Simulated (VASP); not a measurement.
```xyz
2
Lattice="0.0000 3.3073 3.3073 3.3073 0.0000 3.3073 3.3073 3.3073 0.0000" Properties=species:S:1:pos:R:3 pbc="T T T"
Sr     0.0000     0.0000     0.0000
Te     3.3073     3.3073     3.3073
```

These are PBEsol GGA, VASP's PBE PAW potentials (set 64) (plane waves; VASP 6.6.1) values and carry that method's errors. Numerical set-up: 400 eV cut-off, 8×8×8 Γ-centred mesh, tetrahedra with Blöchl corrections, potentials Sr_sv Te.

Unless said otherwise, spin-orbit coupling is left out, though it shifts the bands of the heavy elements here.

Question: Tabulate the total density of states (states/eV per cell) against energy (eV; zero at the valence-band maximum or, without a gap, the Fermi level).

Answer: 
(E (eV), DOS (states/eV)): (-9.93, 0.52); (-9.60, 4.74); (-9.15, 0.00); (-8.82, 0.00); (-8.38, 0.00); (-8.04, 0.00); (-7.60, 0.00); (-7.27, 0.00); (-6.93, 0.00); (-6.49, 0.00); (-6.16, 0.00); (-5.71, 0.00); (-5.38, 0.00); (-4.93, 0.00); (-4.60, 0.00); (-4.16, 0.00); (-3.82, 0.00); (-3.49, 0.00); (-3.05, 0.00); (-2.71, 0.73); (-2.27, 2.79); (-1.94, 1.26); (-1.49, 2.44); (-1.16, 7.65); (-0.83, 2.97); (-0.38, 0.64); (-0.05, 0.04); (0.39, 0.00); (0.73, 0.00); (1.17, 0.00); (1.50, 0.00); (1.95, 0.27); (2.28, 0.48); (2.62, 0.71); (3.06, 1.41); (3.39, 1.69); (3.84, 1.76); (4.17, 1.70); (4.61, 3.46); (4.95, 3.45)
Within 2 eV below the valence-band maximum the largest weight inside VASP's projection spheres is Te p.

The compound is SrTe in the rock salt structure. It was relaxed first.
